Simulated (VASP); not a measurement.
```
Li2O
1.0
    0.00000     2.13018     2.13018
    2.13018     0.00000     2.13018
    2.13018     2.13018     0.00000
Li O
2 1
Direct
  0.25000   0.25000   0.25000
  0.75000   0.75000   0.75000
  0.00000   0.00000   0.00000
```

The numbers are results of LDA (Ceperley-Alder, Perdew-Zunger), VASP's LDA PAW potentials (set 64) (plane waves; VASP 6.6.1), not measurements. Run with 620 eV cut-off, 9×9×9 Γ-centred mesh, Gaussian smearing of 0.050 eV, potentials Li_sv O.

Energy and stress use the plane-wave basis of the starting cell.

Task: The ions, cell shape and volume at an external pressure of 30.0 GPa are relaxed. What does this cell relax into?

Result: 
```
Li2O
1.0
    0.00000     2.09232     2.09232
    2.09232     0.00000     2.09232
    2.09232     2.09232     0.00000
Li O
2 1
Direct
  0.25000   0.25000   0.25000
  0.75000   0.75000   0.75000
  0.00000   0.00000   0.00000
```
Space group Fm-3m (225), at a tolerance of 0.03 Å.

Task: How do energy and volume change from the first to the last step?

Result: The energy (σ→0) changes by +52.4 meV/atom and the volume by -5.2 %, in 3 ionic steps.

```json
[
 {"step": "1", "E(σ→0) (eV)": "-15.5541", "max force (eV/Å)": "0.000", "pressure (GPa)": "20.14", "volume (Å³)": "19.33"},
 {"step": "2", "E(σ→0) (eV)": "-15.3825", "max force (eV/Å)": "0.000", "pressure (GPa)": "30.85", "volume (Å³)": "18.24"},
 {"step": "3", "E(σ→0) (eV)": "-15.3969", "max force (eV/Å)": "0.000", "pressure (GPa)": "30.01", "volume (Å³)": "18.32"}
]
```

The compound is Li2O in the antifluorite structure. This run relaxes it under an external pressure of 30 GPa. Symmetry was kept, so distortions that lower it aren't found.
